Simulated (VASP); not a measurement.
Data:

```xyz
5
Lattice="-2.0447 2.0447 5.1087 2.0447 -2.0447 5.1087 2.0447 2.0447 -5.1087" Properties=species:S:1:pos:R:3 pbc="T T T"
La     2.0447     2.0447     5.1087
Si     0.0000     0.0000     6.4094
Si     0.0000     0.0000     3.8080
Rh     0.0000     2.0447     2.5544
Rh     2.0447     0.0000     2.5544
```

Level of theory: PBEsol GGA, VASP's PBE PAW potentials (set 64) (plane waves; VASP 6.6.1). Settings: 400 eV cut-off, 12×12×12 Γ-centred mesh, tetrahedra with Blöchl corrections, potentials La Si Rh_pv.

The cores are frozen, which limits the accuracy of field gradients.

Question: Give the principal components of the electric field gradient (V/Å²) and the asymmetry η at each nucleus.

Answer: 
```json
[
 {"atom": "La1", "Vxx": "39.7", "Vyy": "39.7", "Vzz": "-79.3", "η": "0.00"},
 {"atom": "Si2", "Vxx": "-8.4", "Vyy": "-8.4", "Vzz": "16.7", "η": "0.00"},
 {"atom": "Si3", "Vxx": "-8.4", "Vyy": "-8.4", "Vzz": "16.7", "η": "0.00"},
 {"atom": "Rh4", "Vxx": "8.4", "Vyy": "8.4", "Vzz": "-16.7", "η": "0.00"},
 {"atom": "Rh5", "Vxx": "8.4", "Vyy": "8.4", "Vzz": "-16.7", "η": "0.00"}
]
```

The structure comes from a computed database's LaRh2Si2 entry (I4/mmm); how it stands against other phases isn't given here. It was relaxed first.
